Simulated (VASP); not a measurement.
Data:

```
NaF
1.0
    0.00000     2.36040     2.36040
    2.36040     0.00000     2.36040
    2.36040     2.36040     0.00000
Na F
1 1
Direct
  0.00000   0.00000   0.00000
  0.50000   0.50000   0.50000
```

Level of theory: PBEsol GGA, VASP's PBE PAW potentials (set 64) (plane waves; VASP 6.6.1). Settings: 520 eV cut-off, 10×10×10 Γ-centred mesh, Gaussian smearing of 0.050 eV, potentials Na_pv F.

Task: The job: NaF (rock salt), 2 atoms, PBEsol, static run, 520 eV, 10×10×10 Γ-centred mesh. Roughly how much core time does it take on a busy server core?

Result: About 7 core-seconds (one run on a shared machine, a rough figure). It had 47 irreducible k-points, 11 bands, up to 725 plane waves and 13 electronic steps.

The compound is NaF in the rock salt structure. This cell is one point of a volume scan, at 1.06 of the reference volume.
